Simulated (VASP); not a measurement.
A cell of Rh (fcc) near equilibrium:

```yaml
crystal:
  lattice:
    - [0.00000, 1.90000, 1.90000]
    - [1.90000, 0.00000, 1.90000]
    - [1.90000, 1.90000, 0.00000]
  atoms:
    - { symbol: Rh, position: [0.00000, 0.00000, 0.00000] }
```

These are r2SCAN meta-GGA, VASP's PBE PAW potentials (set 64) (plane waves; VASP) values and carry that method's errors.

```json
[
 {"run": "as it is", "ΔE (meV/atom)": "0.0", "σxx": "1.24", "σyy": "1.24", "σzz": "1.24", "largest shear component, with its sign (GPa)": "0.00", "largest force (eV/Å)": "0.000"},
 {"run": "after one change", "ΔE (meV/atom)": "16.5", "σxx": "-10.44", "σyy": "-6.18", "σzz": "-10.44", "largest shear component, with its sign (GPa)": "0.00", "largest force (eV/Å)": "0.000"}
]
```
Stress is in GPa, positive when the cell is compressed.

Problem. Which change was made?
A. biaxial strain of +1.0 % in the xz plane
B. biaxial strain of +2.0 % in the xz plane
C. isotropic strain of +1.5 %
D. isotropic strain of -1.0 %

Solution. B, biaxial strain of +2.0 % in the xz plane

The compound is Rh in the fcc structure. The cell was not relaxed at this level.
